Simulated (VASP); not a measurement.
Output of a VASP run:

**OUTCAR**
```
 ion  position               nearest neighbor table
   1  0.000  0.000  0.000-   2 2.01   2 2.01   2 2.01   2 2.01   2 2.01   2 2.01
   2  0.500  0.500  0.500-   1 2.01   1 2.01   1 2.01   1 2.01   1 2.01   1 2.01
  LATTYP: Found a face centered cubic cell.
 ALAT       =     4.0187516878
 Subroutine PRICEL returns:
 Original cell was already a primitive cell.
 Subroutine GETGRP returns: Found 48 space group operations
The static configuration has the point symmetry O_h .
The dynamic configuration has the point symmetry O_h .
 Subroutine INISYM returns: Found 48 space group operations
 Subroutine IBZKPT returns following result:
 Found     56 irreducible k-points:

 Following reciprocal coordinates:
            Coordinates               Weight
  0.000000  0.000000  0.000000      1.000000
  0.090909  0.000000  0.000000      8.000000
  0.181818  0.000000  0.000000      8.000000
  0.272727  0.000000  0.000000      8.000000
  0.363636  0.000000  0.000000      8.000000
  0.454545  0.000000  0.000000      8.000000
  0.090909  0.090909  0.000000      6.000000
  0.181818  0.090909  0.000000     24.000000
  0.272727  0.090909  0.000000     24.000000
  0.363636  0.090909  0.000000     24.000000
  0.454545  0.090909  0.000000     24.000000
 -0.454545  0.090909  0.000000     24.000000
 -0.363636  0.090909  0.000000     24.000000
 -0.272727  0.090909  0.000000     24.000000
 -0.181818  0.090909  0.000000     24.000000
 -0.090909  0.090909  0.000000     12.000000
  0.181818  0.181818  0.000000      6.000000
  0.272727  0.181818  0.000000     24.000000
  0.363636  0.181818  0.000000     24.000000
  0.454545  0.181818  0.000000     24.000000
 -0.454545  0.181818  0.000000     24.000000
 -0.363636  0.181818  0.000000     24.000000
 -0.272727  0.181818  0.000000     24.000000
 -0.181818  0.181818  0.000000     12.000000
  0.272727  0.272727  0.000000      6.000000
  0.363636  0.272727  0.000000     24.000000
  0.454545  0.272727  0.000000     24.000000
 -0.454545  0.272727  0.000000     24.000000
 -0.363636  0.272727  0.000000     24.000000
 -0.272727  0.272727  0.000000     12.000000
  0.363636  0.363636  0.000000      6.000000
  0.454545  0.363636  0.000000     24.000000
 -0.454545  0.363636  0.000000     24.000000
 -0.363636  0.363636  0.000000     12.000000
  0.454545  0.454545  0.000000      6.000000
 -0.454545  0.454545  0.000000     12.000000
  0.272727  0.181818  0.090909     24.000000
  0.363636  0.181818  0.090909     48.000000
  0.454545  0.181818  0.090909     48.000000
 -0.454545  0.181818  0.090909     48.000000
   k-points           NKPTS =     56   k-points in BZ     NKDIM =     56   number of bands    NBANDS=      9
   number of dos      NEDOS =    301   number of ions     NIONS =      2
   total plane-waves  NPLWV =  13824
   dimension x,y,z NGX =    24 NGY =   24 NGZ =   24
   dimension x,y,z NGXF=    48 NGYF=   48 NGZF=   48
   ions per type =               1   1
   PREC   = accura    normal or accurate (medium, high low for compatibility)
   ISTART =      0    job   : 0-new  1-cont  2-samecut
   ICHARG =      2    charge: 1-file 2-atom 10-const
   ISPIN  =      1    spin polarized calculation?
   LNONCOLLINEAR =      F non collinear calculations
   LSORBIT =      F    spin-orbit coupling
   INIWAV =      1    electr: 0-lowe 1-rand  2-diag
   ENCUT  =  520.0 eV  38.22 Ry    6.18 a.u.   5.28  5.28  5.28*2*pi/ulx,y,z
   NELM   =    100;   NELMIN=  2; NELMDL= -5     # of ELM steps
   EDIFF  = 0.1E-06   stopping-criterion for ELM
   LREAL  =      F    real-space projection
   NLSPLINE    = F    spline interpolate recip. space projectors
   LMAXMIX     =    2 max onsite mixed and CHGCAR
   VOSKOWN=      0    Vosko Wilk Nusair interpolation
   EDIFFG = 0.1E-05   stopping-criterion for IOM
   NSW    =      0    number of steps for IOM
   NBLOCK =      1;   KBLOCK =      1    inner block; outer block
   IBRION =     -1    ionic relax: 0-MD 1-quasi-New 2-CG
...
```

OSZICAR:
```
       N       E                     dE             d eps       ncg     rms          rms(c)
DAV:   1     0.284937226234E+02    0.28494E+02   -0.57653E+03  1072   0.115E+03
DAV:   2    -0.139182807789E+02   -0.42412E+02   -0.41739E+02  1124   0.217E+02
DAV:   3    -0.149613714008E+02   -0.10431E+01   -0.10416E+01  1395   0.327E+01
DAV:   4    -0.149733152830E+02   -0.11944E-01   -0.11911E-01  1371   0.296E+00
DAV:   5    -0.149733743396E+02   -0.59057E-04   -0.59056E-04  1383   0.143E-01    0.389E+00
DAV:   6    -0.118757046826E+02    0.30977E+01   -0.48869E-01  1353   0.704E+00    0.185E+00
DAV:   7    -0.129384092285E+02   -0.10627E+01   -0.30435E+00  1161   0.154E+01    0.282E+00
DAV:   8    -0.119840203949E+02    0.95439E+00   -0.40835E-01  1013   0.633E+00    0.137E+00
DAV:   9    -0.117446937672E+02    0.23933E+00   -0.53099E-01  1014   0.744E+00    0.111E+00
DAV:  10    -0.118954571275E+02   -0.15076E+00   -0.24254E-01  1008   0.552E+00    0.746E-02
DAV:  11    -0.119000170850E+02   -0.45600E-02   -0.34003E-03  1030   0.907E-01    0.946E-02
DAV:  12    -0.119001456612E+02   -0.12858E-03   -0.35530E-03  1022   0.688E-01    0.922E-02
DAV:  13    -0.119004131258E+02   -0.26746E-03   -0.12113E-03  1025   0.443E-01    0.138E-02
DAV:  14    -0.119006540126E+02   -0.24089E-03   -0.84947E-05  1014   0.145E-01    0.376E-03
DAV:  15    -0.119006543443E+02   -0.33168E-06   -0.12553E-06  1453   0.149E-02    0.303E-03
DAV:  16    -0.119006556236E+02   -0.12794E-05   -0.96995E-08  1143   0.421E-03    0.215E-03
DAV:  17    -0.119006547629E+02    0.86078E-06   -0.30552E-07  1096   0.573E-03    0.208E-04
DAV:  18    -0.119006555242E+02   -0.76131E-06   -0.21515E-08  1010   0.219E-03    0.123E-04
DAV:  19    -0.119006555047E+02    0.19470E-07   -0.44554E-10   530   0.336E-04
   1 F= -.11900656E+02 E0= -.11900656E+02  d E =-.308694E-13
```

OUTCAR:
```
------------------------ aborting loop because EDIFF is reached ----------------------------------------
  FORCE on cell =-STRESS in cart. coord.  units (eV):
  Direction    XX          YY          ZZ          XY          YZ          ZX
  --------------------------------------------------------------------------------------
  Total       -0.2567351     -0.2567351     -0.2567351     -0.0000000      0.0000000      0.0000000
  in kB      -25.3502506    -25.3502506    -25.3502506     -0.0000000      0.0000000      0.0000000
  external PRESSURE =     -25.3502506 kB  Pullay stress =       0.0000000 kB
  volume of cell :       16.23
      direct lattice vectors                 reciprocal lattice vectors
     0.000000000  2.009375844  2.009375844    -0.248833488  0.248833488  0.248833488
     2.009375844  0.000000000  2.009375844     0.248833488 -0.248833488  0.248833488
     2.009375844  2.009375844  0.000000000     0.248833488  0.248833488 -0.248833488
  FREE ENERGIE OF THE ION-ELECTRON SYSTEM (eV)
  ---------------------------------------------------
  free  energy   TOTEN  =       -11.9006555047 eV

  energy  without entropy=      -11.9006555047  energy(sigma->0) =      -11.90065550
```
(Selected blocks of OUTCAR.)

File POSCAR:
```
LiF
1
    0.0000000000     2.0093758439     2.0093758439
    2.0093758439     0.0000000000     2.0093758439
    2.0093758439     2.0093758439     0.0000000000
Li F
1 1
Direct
  0.0000000000   0.0000000000   0.0000000000
  0.5000000000   0.5000000000   0.5000000000
```

Question: Write an INCAR and KPOINTS that could have produced this output.

Answer: Several could match; the one computed here: the input of the run itself, r2SCAN meta-GGA, plane waves, VASP's PBE PAW potentials (set 64).

### KPOINTS
```
Automatic mesh
0
gamma
  11 11 11
0 0 0
```

**INCAR**
```
# general
SYSTEM  = LiF
PREC    = Accurate
ENCUT   = 520
LREAL   = F   # projection in real space or not
LASPH   = T   # aspherical one-centre terms

# electronic loop
EDIFF   = 1E-7   # SCF stop (eV)
NELM    = 100   # most electronic steps
ALGO    = Normal   # blocked Davidson
LMIXTAU = T

# smearing
ISMEAR  = 0
SIGMA   = 0.05

# functional
METAGGA = R2SCAN

# ions
ISIF    = 2   # forces and stress, cell fixed

# output
LWAVE   = F
LCHARG  = F
```

POTCAR, in this order: Li_sv F (PBE.64 set). Program: vasp_std.

The compound is LiF in the rock salt structure. This cell is one point of a volume scan, at 1.03 of the reference volume.
